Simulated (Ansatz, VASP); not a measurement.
# Cross-check of Si3Ge5 (amorphous Si0.375Ge0.625) between VASP and Ansatz, part 3 of 3

Wanted: the spread between two codes on one cell, functional and k mesh. Of the first pair: The structure shown is the start of the Ansatz relaxation below; VASP solves that cell, so the two are compared at the walk's first step.

VASP 6.6.1 and Ansatz 0.2.0.

So far. Step 3 (VASP: single point, PBE, start cell, pair 1): The run ends at a pressure of 4.32 GPa, with forces up to 0.43 eV/Å. Step 5 (VASP: single point, PBE, pair 2): The run ends at a pressure of 0.40 GPa, with forces up to 0.84 eV/Å.

**9. VASP: single point, PBE, start cell, pair 3**

Level of this step: PBE; plane waves and PAW (Si, Ge_d) (VASP).

The same cell, functional, mesh and smearing now go to VASP, with its own data sets.

INCAR reads:

```
SYSTEM = Si3Ge5
PREC = Accurate
ENCUT = 410
EDIFF = 1E-06
NELM = 120
ISMEAR = 0
SIGMA = 0.05
LREAL = Auto
ALGO = Normal
GGA = PE
NBANDS = 432
LORBIT = 11
LWAVE = .FALSE.
LCHARG = .FALSE.
ISIF = 2
LASPH = .TRUE.
GGA_COMPAT = .FALSE.
EFERMI = MIDGAP
NCORE = 2
```

POSCAR reads:

```
Si3Ge5
1.0
   11.1411100000     -0.0612300000      0.0692700000
   -0.0612300000     11.4219000000      0.0353400000
    0.0692700000      0.0353400000     11.6242700000
Si Ge
27 45
Direct
    0.5616706753      0.9195215539      0.0341782478
    0.4889800466      0.4455304349      0.1226987421
    0.3661036964      0.1390485056      0.0882400377
    0.3180583839      0.3656881593      0.6202922572
    0.1779113021      0.5863036325      0.4355418546
    0.0832765077      0.8470659940      0.2969989620
    0.4166132262      0.8055991647      0.6235463670
    0.1451720440      0.4802400267      0.5980566737
    0.4308756736      0.0998513206      0.7807221010
    0.0634576116      0.6921103833      0.1774171720
    0.1169274997      0.5183294645      0.2618041966
    0.0839513367      0.7612923472      0.4735506504
    0.5128935691      0.2702358765      0.0367095505
    0.7149300744      0.7667172730      0.4133318484
    0.8700727470      0.0905278801      0.4123984393
    0.9731324102      0.0603461517      0.5777359340
    0.3755914885      0.5745708311      0.3821984042
    0.0940219163      0.2006590376      0.2277730827
    0.8980907767      0.9002459243      0.6726422013
    0.7198933303      0.6802408165      0.2358938048
    0.9615100451      0.3875742701      0.5924930619
    0.7213576385      0.9790869298      0.7423804354
    0.3123578021      0.7141129606      0.7696333811
    0.6914037152      0.8601127731      0.8973561419
    0.8776319979      0.8350829846      0.9706583380
    0.1977739560      0.2445029843      0.0656780566
    0.2281803638      0.7035674682      0.0649184742
    0.2896111734      0.8763670962      0.3128340808
    0.8099630736      0.3556725639      0.1312275428
    0.3743839592      0.0673869224      0.2840079394
    0.2450898369      0.5212873093      0.9823240800
    0.5558658620      0.7452313940      0.1323488438
    0.3710522095      0.3615528151      0.4216023834
    0.6037293621      0.7003927434      0.8022205083
    0.8772658575      0.6781962184      0.0997623369
    0.9347363074      0.2176017240      0.7048322838
    0.3863257955      0.9948936056      0.9501826499
    0.3696138789      0.7069259830      0.2205311888
    0.8993425220      0.1979010079      0.9779632374
    0.5281043469      0.6780536447      0.4973091468
    0.8720616111      0.3040957707      0.4285469580
    0.6886557257      0.0151798627      0.1608238936
    0.5293506915      0.9823288098      0.6437665658
    0.0251918030      0.8214175157      0.8204236540
    0.4899616496      0.4229942441      0.7244594060
    0.7601137948      0.1663625533      0.8196185795
    0.7872983650      0.5996725161      0.8321100091
    0.8876241380      0.0076142976      0.0786496861
    0.2344286864      0.1976411559      0.3739827522
    0.8826384855      0.5032200935      0.9851264496
    0.1172598683      0.6302556636      0.7374832289
    0.1009561308      0.2568172998      0.8641773501
    0.9758114004      0.3622677834      0.2592681520
    0.8409316469      0.5481759957      0.6417328680
    0.2376512174      0.8392268846      0.9107479112
    0.2553895753      0.8828657682      0.5187602050
    0.2750484994      0.4164021216      0.1595310277
    0.0718162802      0.4705503609      0.8777063881
    0.6617155782      0.4826162512      0.2411512554
    0.5602000473      0.2535762815      0.8369586698
    0.1811614983      0.0813381576      0.5477140889
    0.5802319143      0.5886469449      0.9977662728
    0.2569714917      0.1910110546      0.7109564088
    0.8812277514      0.7372528774      0.5469421165
    0.7019782582      0.9701130558      0.3635488655
    0.9889330670      0.0254989189      0.2576760067
    0.6437177516      0.2166120213      0.1809278864
    0.6310720974      0.5193265003      0.5926765842
    0.4167558273      0.5654106261      0.8589227291
    0.5523125384      0.2548207562      0.3786333202
    0.6846291133      0.4013905417      0.4294627189
    0.5272514157      0.0561061488      0.4398637078
```

KPOINTS reads:

```
Automatic mesh
0
Gamma
1 1 1
0 0 0
```

The projector-augmented-wave data sets are Si and Ge_d (PBE family, release 64).

Launch:

```
$ mpirun -np 8 vasp_gam
```

Numbers of over 12 decimals in the logs are rounded to 6 here.

Output:

```text
[... set-up lines as in an earlier step ...]
 entering main loop
       N       E                     dE             d eps       ncg     rms          rms(c)
DAV:   1     0.153156692124E+05    0.15316E+05   -0.24296E+05   960   0.426E+03
DAV:   2     0.346235612179E+04   -0.11853E+05   -0.11420E+05   864   0.106E+03
DAV:   3     0.281463646226E+03   -0.31809E+04   -0.30148E+04   920   0.299E+02
DAV:   4    -0.290461058005E+03   -0.57192E+03   -0.53248E+03  1008   0.127E+02
[...]
DAV:  16    -0.330134131361E+03   -0.42759E-04   -0.32610E-04  1264   0.678E-02    0.705E-03
DAV:  17    -0.330134137324E+03   -0.59636E-05   -0.40399E-05   976   0.362E-02    0.360E-03
DAV:  18    -0.330134138080E+03   -0.75549E-06   -0.92350E-06   840   0.273E-02
   1 F= -.33013414E+03 E0= -.33013414E+03  d E =-.241014E-08
```

OUTCAR, selected parts (step 9):

```text
 POSITION                                       TOTAL-FORCE (eV/Angst)
 -----------------------------------------------------------------------------------
      6.20370     10.46950      0.46870        -0.393115      0.332742      0.047081
      5.42900      5.06320      1.47590        -0.181867      0.207039      0.320713
      4.07640      1.56890      1.05600         0.018457     -0.248410      0.318547
      3.56410      4.17930      7.24540         0.068189      0.112877      0.034326
      1.97640      6.70120      5.09590        -0.062066      0.122375      0.091863
      0.89650      9.68050      3.48810        -0.405927      0.334610     -0.165387
      4.63540      9.19800      7.30560         0.327838     -0.117779     -0.000798
      1.62940      5.49750      6.97900         0.076031     -0.173275      0.218062
      4.84840      1.14170      9.10870        -0.075846     -0.019878     -0.097775
      0.67690      7.90760      2.09120        -0.237754     -0.022683     -0.009710
      1.28910      5.92240      3.06970        -0.027774     -0.221323     -0.109437
      0.92150      8.70700      5.53740        -0.271117      0.033702      0.520997
      5.70020      3.05650      0.47180         0.080196      0.057413     -0.525043
      7.94680      8.72820      4.88130         0.048051      0.025372      0.279599
[...]
-----------------------------------------------------------------------------------
    total drift:                               -0.002565      0.005731     -0.001070

  FREE ENERGIE OF THE ION-ELECTRON SYSTEM (eV)
  ---------------------------------------------------
  free  energy   TOTEN  =      -330.1341380800 eV

  energy  without entropy=     -330.1341380776  energy(sigma->0) =     -330.13413808
```

The run ends at a pressure of 8.36 GPa, with forces up to 0.79 eV/Å.

**10. Comparison**

Forces on 9 of the 72 atoms, those with the largest forces and the largest differences (eV/Å; atoms numbered as in POSCAR):

```
atom         Ansatz x, y, z           VASP x, y, z
 Si1   -0.399, 0.341, 0.042   -0.393, 0.333, 0.047
 Si6  -0.409, 0.332, -0.166  -0.406, 0.335, -0.165
Si12   -0.270, 0.035, 0.525   -0.271, 0.034, 0.521
Si13   0.080, 0.060, -0.530   0.080, 0.057, -0.525
Si26  -0.277, 0.131, -0.746  -0.273, 0.129, -0.735
Ge34  -0.424, 0.199, -0.544  -0.415, 0.208, -0.544
Ge36    0.067, 0.010, 0.180    0.066, 0.009, 0.168
Ge55   -0.275, 0.598, 0.038   -0.269, 0.593, 0.039
Ge67   0.198, -0.004, 0.213   0.195, -0.011, 0.203
```

The forces differ by 4.3 meV/Å r.m.s., which is 2.1 % of the r.m.s. force of 0.205 eV/Å (both taken over all components).

**11. Summary of results**

```json
{
 "r.m.s. force difference (single point, PBE, start cell, pair 1)": "3.8 meV/Å",
 "r.m.s. force difference (single point, PBE, pair 2)": "1.2 % of the r.m.s. force",
 "r.m.s. force difference (single point, PBE, start cell, pair 3)": "2.1 % of the r.m.s. force"
}
```

In words: The r.m.s. force difference is 2.1 % of the r.m.s. force (single point, PBE, start cell, pair 3), within the 3 % picked in this series as the mark of a large difference. 2 further runs of this series are not shown here. Such differences can come from data sets, numerical settings and the points named under the comparisons, not from the functional's error against experiment.

[Lines on the potential files, build, host, timing and source positions are cut from VASP's logs without a mark.]

[Logs are printed without paths, hosts, clocks, repeated set-up lines and the standing remarks that a program may print on its own settings, such as how far it seeks lower states.]

[Hosts, paths, dates, database ids (printed as entryN), source tags and the programs' standing remarks are cut or masked in the printed files.]
